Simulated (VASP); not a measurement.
An input for Ansatz (written as the equivalent of a VASP run, and not itself run):

Ansatz 0.2 input:
```yaml
crystal:
  lattice:
    - [1.5400000, -2.6673580, 0.0000000]
    - [1.5400000, 2.6673580, 0.0000000]
    - [0.0000000, 0.0000000, 5.0500000]
  atoms:
    - { symbol: Si, position: [0.6666670, 0.3333330, 0.5000000] }
    - { symbol: Si, position: [0.3333330, 0.6666670, 0.0000000] }
    - { symbol: C, position: [0.6666670, 0.3333330, 0.8750000] }
    - { symbol: C, position: [0.3333330, 0.6666670, 0.3750000] }
kpoints:
  mp_grid: { grid: [8, 8, 4] }
hamiltonian:
  xc: pbe
  pseudopotentials: { kind: paw }
scf:
  occupations: { method: fermi_dirac, width: 0.1 }
  max_iter: 100
output: { forces: true, stress: true, eigenvalues: true }
```

### Question
Translate this input to VASP (INCAR, KPOINTS, POSCAR, choice of POTCAR).

### Answer
One answer among several that fit: 
**INCAR**
```
! general
SYSTEM=SiC
PREC  =Accurate
ENCUT =520
LREAL =.FALSE.
LASPH =.TRUE.

! electronic loop
EDIFF =1E-6
NELM  =100
ALGO  =Normal

! smearing
ISMEAR=-1
SIGMA =0.1

! functional
GGA   =PE

! ions
ISIF  =2

! output
LWAVE =.FALSE.
LCHARG=.FALSE.
```

### KPOINTS
```
Regular mesh
0
Gamma
8 8 4
```

File POSCAR:
```
SiC
1.0
  1.5400000000  -2.6673580000   0.0000000000
  1.5400000000   2.6673580000   0.0000000000
  0.0000000000   0.0000000000   5.0500000000
Si C
2 2
Cart
  1.5400000000  -0.8891211116   2.5250000000
  1.5400000000   0.8891211116   0.0000000000
  1.5400000000  -0.8891211116   4.4187500000
  1.5400000000   0.8891211116   1.8937500000
```

POTCAR, in this order: Si C (PBE.64 set). Program: vasp_std.

The two are equivalent in intent, not identical: each code has its own PAW files, so the cut-off isn't converted (ENCUT is set for VASP's; basis.ecutwfc is left out, and Ansatz then takes the one that its files recommend); Ansatz stops its SCF on the density residual and VASP on the energy change (EDIFF).

The compound is SiC in the wurtzite structure, the rare 2H polytype. The cell was not relaxed at this level. The run is one of a series of settings (ISMEAR = -1, SIGMA = 0.1 against the base run), some of them coarse on purpose.
